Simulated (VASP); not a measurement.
AlP (zinc blende): computed properties

Computed with PBEsol GGA, VASP's PBE PAW potentials (set 64) (plane waves; VASP 6.6.1).

```json
{
 "space_group": "F-43m (216)",
 "cell": "a = 5.471 Å, b = 5.471 Å, c = 5.471 Å, α = 90.00°, β = 90.00°, γ = 90.00°",
 "volume_per_atom": "20.47 Å^3/atom",
 "band gap (over mesh and band path)": "1.45 eV",
 "smallest direct gap (over mesh and band path)": "3.15 eV",
 "band_edge_character": "indirect, Γ to X",
 "density": "2.35 g/cm³",
 "mean ε∞ (DFPT)": "8.33",
 "mean ε∞ (independent particles)": "9.05"
}
```

Space group F-43m (No. 216); a = 5.471 Å, b = 5.471 Å, c = 5.471 Å, α = 90.00°, β = 90.00°, γ = 90.00°

```csv
atom,site,symmetry,x,y,z
Al,4a,-43m,0.0000,0.0000,0.0000
P,4d,-43m,0.7500,0.7500,0.7500
```
(The calculation used a cell of 2 atoms; values per cell refer to that cell.)

Measured: gap 2.54 eV (computed value off by -1.09 eV), as given by Wei Chen et al., Physical Review Materials (2018), doi:10.1103/physrevmaterials.2.073803 [zero-point renormalisation of 0.02 eV added back (the table's ZPR column)]; a 5.451 Å at 0 K (computed value off by +0.4 %), as given by Daniel Mejia-Rodriguez et al., Physical Review B (2018), arXiv:1807.09216 [static lattice: zero-point anharmonic expansion removed]; ε∞ 7.54 at 300 K (computed value off by +10.5 %), as given by Jonathan M. Skelton et al., Journal of Chemical Theory and Computation (2020), arXiv:2005.00277.

The compound is AlP in the zinc blende structure. It was relaxed first. Symmetry was kept, so distortions that lower it aren't found.
